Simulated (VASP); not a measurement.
OSZICAR of a VASP run on BP (zinc blende):

File OSZICAR:
```
       N       E                     dE             d eps       ncg     rms          rms(c)
DAV:   1     0.737026370459E+02    0.73703E+02   -0.44349E+04   752   0.167E+05
DAV:   2    -0.631941315748E+01   -0.80022E+02   -0.78885E+02  1176   0.336E+02
DAV:   3    -0.135855180504E+02   -0.72661E+01   -0.68549E+01   944   0.852E+01
DAV:   4    -0.163395170891E+02   -0.27540E+01   -0.27226E+01  1344   0.387E+01
DAV:   5    -0.575634580502E+02   -0.41224E+02   -0.44509E+02   944   0.759E+00    0.156E+01
DAV:   6    -0.151500582160E+02    0.42413E+02   -0.60184E+01   944   0.577E+01    0.460E+00
DAV:   7    -0.151894319406E+02   -0.39374E-01   -0.30851E-01  1112   0.409E+00    0.211E+00
DAV:   8    -0.147978737312E+02    0.39156E+00   -0.10127E+00   800   0.150E+01    0.741E-01
DAV:   9    -0.150048751247E+02   -0.20700E+00   -0.84983E-01   792   0.128E+01    0.433E-01
DAV:  10    -0.151554534989E+02   -0.15058E+00   -0.11431E-01   792   0.392E+00    0.270E-01
DAV:  11    -0.151570383697E+02   -0.15849E-02   -0.18184E-02   872   0.165E+00    0.113E-01
DAV:  12    -0.151614438761E+02   -0.44055E-02   -0.29847E-03   848   0.540E-01    0.450E-02
DAV:  13    -0.151617913814E+02   -0.34751E-03   -0.22612E-04   928   0.165E-01    0.346E-02
DAV:  14    -0.151618511846E+02   -0.59803E-04   -0.48605E-05   832   0.808E-02    0.150E-02
DAV:  15    -0.151618534706E+02   -0.22859E-05   -0.13892E-05   904   0.438E-02    0.517E-03
DAV:  16    -0.151618670848E+02   -0.13614E-04   -0.70907E-06   752   0.401E-02    0.167E-03
DAV:  17    -0.151618671537E+02   -0.68923E-07   -0.22145E-07  1032   0.482E-03
   1 F= -.15161867E+02 E0= -.15161867E+02  d E =-.471797E-18
```

Problem. Which electronic solver shows in the log?

Solution. It is blocked Davidson (ALGO = Normal, or the opening steps of other solvers). The INCAR had ALGO = Normal.

Problem. Can the final energy be trusted as converged?

Solution. Self-consistency was reached. It stopped with EDIFF = 1E-7, NELM = 100 (revTPSS meta-GGA, plane waves, VASP's PBE PAW potentials (set 64)).

The compound is BP in the zinc blende structure. It was relaxed first.
